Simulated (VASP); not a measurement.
Level of theory: PBE GGA with D3 dispersion (zero damping), VASP's PBE PAW potentials (set 64) (plane waves; VASP 6.6.1).

A VASP calculation is set up with these files.

KPOINTS:
```
Automatic mesh
0
gamma
  12 12 10
0 0 0
```

### POSCAR
```
TiB2
1
    1.5205499639    -2.6336698191     0.0000000000
    1.5205499639     2.6336698191     0.0000000000
    0.0000000000     0.0000000000     3.2243291421
Ti B
1 2
Direct
  0.0000000000   0.0000000000   0.0000000000
  0.3333330000   0.6666670000   0.5000000000
  0.6666670000   0.3333330000   0.5000000000
```

### INCAR
```
SYSTEM = TiB2
PREC = Accurate
ENCUT = 520
EDIFF = 1E-7
NELM = 100
ALGO = Normal
LREAL = .FALSE.
LASPH = .TRUE.
ISMEAR = 1
SIGMA = 0.1
GGA = PE
IVDW = 11
LMAXMIX = 4
LWAVE = .FALSE.
LCHARG = .FALSE.
ISIF = 4
IBRION = 2
NSW = 30
EDIFFG = -0.01
```

POTCAR, in this order: Ti_sv B (PBE.64 set). Program: vasp_std.

Task: What does the run give for the energy per atom (σ→0), dispersion energy, band gap (on the k-mesh)?

Result: 
```
Property                                                    Result
------------------------  ----------------------------------------
energy per atom (σ→0)                               -8.431 eV/atom
dispersion energy                                        -0.864 eV
band gap (on the k-mesh)  none (metal, semimetal or under 0.01 eV)
```

File OSZICAR:
```
...
DAV:   1    -0.244295452220E+02   -0.10503E-02   -0.42617E-02  3209   0.336E+00    0.208E-01
DAV:   2    -0.244290733238E+02    0.47190E-03   -0.23672E-03  3090   0.509E-01    0.119E-01
DAV:   3    -0.244288542420E+02    0.21908E-03   -0.26987E-04  3422   0.222E-01    0.348E-02
DAV:   4    -0.244288323088E+02    0.21933E-04   -0.48870E-05  3605   0.868E-02    0.525E-03
DAV:   5    -0.244288309375E+02    0.13713E-05   -0.36958E-06  3170   0.239E-02    0.232E-03
DAV:   6    -0.244288308207E+02    0.11681E-06   -0.14317E-07  2387   0.484E-03    0.880E-04
DAV:   7    -0.244288308174E+02    0.32812E-08   -0.19192E-08  1752   0.208E-03
   2 F= -.25292905E+02 E0= -.25292678E+02  d E =-.347215E-03
```

The compound is TiB2 in the AlB2 type structure. This cell is one point of a volume scan, at 1.03 of the reference volume. Symmetry was kept, so distortions that lower it aren't found.
